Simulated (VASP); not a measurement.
Consider the following.

```xyz
4
Lattice="3.9914 0.0000 0.0000 -1.9957 3.4566 0.0000 0.0000 0.0000 6.5848" Properties=species:S:1:pos:R:3 pbc="T T T"
Be     1.9957     1.1522     3.2963
Be     0.0000     2.3044     0.0039
Te     1.9957     1.1522     5.7579
Te     0.0000     2.3044     2.4655
```

Level of theory: r2SCAN meta-GGA, VASP's PBE PAW potentials (set 64) (plane waves; VASP 6.6.1). Settings: 400 eV cut-off, 8×8×5 Γ-centred mesh, Gaussian smearing of 0.010 eV, potentials Be Te.

Problem. Estimate the energy per atom (σ→0).

Solution. 
* **energy per atom (σ→0)**: -15.336 eV/atom

The absolute energy has meaning only against runs of the same code, potentials and settings.

The structure comes from a computed database's BeTe entry (P6_3mc); how it stands against other phases isn't given here. It was relaxed first.
